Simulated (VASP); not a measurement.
Method: PBE GGA, VASP's PBE PAW potentials (set 64) (plane waves; VASP).

A VASP calculation is set up with these files.

POSCAR:
```
SiO2
4.1620530
  1.0000000000   0.0000000000   0.0000000000
  0.0000000000   1.0000000000   0.0000000000
  0.0000000000   0.0000000000   0.6362819022
Si O
2 4
Cart
  0.5000000000   0.5000000000   0.3181409511
  0.0000000000   0.0000000000   0.0000000000
  0.6931600000   0.6931600000   0.0000000000
  0.3068400000   0.3068400000   0.0000000000
  0.8068400000   0.1931600000   0.3181409511
  0.1931600000   0.8068400000   0.3181409511
```

INCAR:
```
SYSTEM  =  SiO2
PREC  =  Accurate; ENCUT  =  400; LREAL  =  .FALSE.
LASPH  =  .TRUE.
EDIFF  =  1E-6; NELM  =  100; ALGO  =  Normal
ISMEAR  =  0; SIGMA  =  0.01
GGA  =  PE
ISIF  =  2
LWAVE  =  .FALSE.; LCHARG  =  .FALSE.
```

File KPOINTS:
```
kpoints
0
Gamma
 4 4 6
```

POTCAR, in this order: Si O (PBE.64 set). Program: vasp_std.

At this cut-off the stress carries a Pulay error, which pulls relaxed volumes low.

Task: Estimate the energy per atom (σ→0), pressure, largest force, band gap (on the k-mesh).

Result: 
```json
{
  "energy per atom (σ→0)": "-7.710 eV/atom",
  "band gap (on the k-mesh)": "5.91 eV",
  "pressure": "8.35 GPa",
  "largest_force": "0.353 eV/Å"
}
```

OSZICAR:
```
...
DAV:   7    -0.462424252262E+02   -0.43714E-02   -0.59856E-01  1136   0.535E+00    0.303E+00
DAV:   8    -0.462557655412E+02   -0.13340E-01   -0.21158E-02  1080   0.139E+00    0.109E+00
DAV:   9    -0.462616860713E+02   -0.59205E-02   -0.79927E-03  1128   0.914E-01    0.272E-01
DAV:  10    -0.462618994824E+02   -0.21341E-03   -0.42523E-04  1128   0.180E-01    0.327E-02
DAV:  11    -0.462618864653E+02    0.13017E-04   -0.74124E-05  1108   0.652E-02    0.659E-03
DAV:  12    -0.462618876672E+02   -0.12018E-05   -0.65621E-06  1104   0.201E-02    0.386E-03
DAV:  13    -0.462618876364E+02    0.30804E-07   -0.86339E-07   636   0.779E-03
   1 F= -.46261888E+02 E0= -.46261888E+02  d E =-.135185E-11
```

The structure comes from a computed database's SiO2 entry; how it stands against other phases isn't given here. The cell was not relaxed at this level.
